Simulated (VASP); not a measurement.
Data:

```xyz
4
Lattice="0.0000 3.0755 3.0755 3.0755 0.0000 3.0755 3.0755 3.0755 0.0000" Properties=species:S:1:pos:R:3 pbc="T T T"
Cr     4.6132     4.6132     4.6132
Cr     3.0755     3.0755     3.0755
W      0.0000     0.0000     0.0000
W      1.5377     1.5377     1.5377
```
Starting moments (μB, in the order of the record's atoms Cr Cr W W): 3.0 3.0 0.0 0.0.

Level of theory: PBE GGA, VASP's PBE PAW potentials (set 64) (plane waves; VASP). Run with 300 eV cut-off, 5×5×5 Γ-centred mesh, Fermi-Dirac smearing of 0.10 eV, potentials Cr_pv W_sv.

At this cut-off the stress carries a Pulay error, which pulls relaxed volumes low. Energy and stress use the plane-wave basis of the starting cell. The moments were started parallel, and other spin orders were not tried in this run.

The ions, cell shape and volume are relaxed. What does this cell relax into?

```xyz
4
Lattice="0.0000 3.0379 3.0379 3.0379 0.0000 3.0379 3.0379 3.0379 0.0000" Properties=species:S:1:pos:R:3 pbc="T T T"
Cr     4.5568     4.5568     4.5568
Cr     3.0379     3.0379     3.0379
W      0.0000     0.0000     0.0000
W      1.5189     1.5189     1.5189
```
Space group Fd-3m (227), at a tolerance of 0.03 Å. The cell ends with 0.00 μB, on the sites 0.00 0.00 0.00 0.00 μB.

How do energy and volume change from the first to the last step?

The energy (σ→0) changes by -16.3 meV/atom and the volume by -3.6 %, in 5 ionic steps.

```csv
step,E(σ→0) (eV),max force (eV/Å),pressure (GPa),volume (Å³)
1,-44.4750,0.000,-9.54,58.18
2,-44.1102,0.000,30.32,51.18
3,-44.5403,0.000,-0.69,56.15
4,-44.5403,0.000,0.32,56.03
5,-44.5403,0.000,0.05,56.07
```

The structure was generated: CrW was put into an ordered model structure, which need not be its known phase. This run relaxes it. Symmetry was kept, so distortions that lower it aren't found. The k-mesh is coarse (spacing up to 0.36 per Å, 2π included), so the numbers may not be converged in it. The run is one of a series of settings (EDIFFG = -0.01, IBRION = 2, ISIF = 3, NSW = 50 against the base run), some of them coarse on purpose.
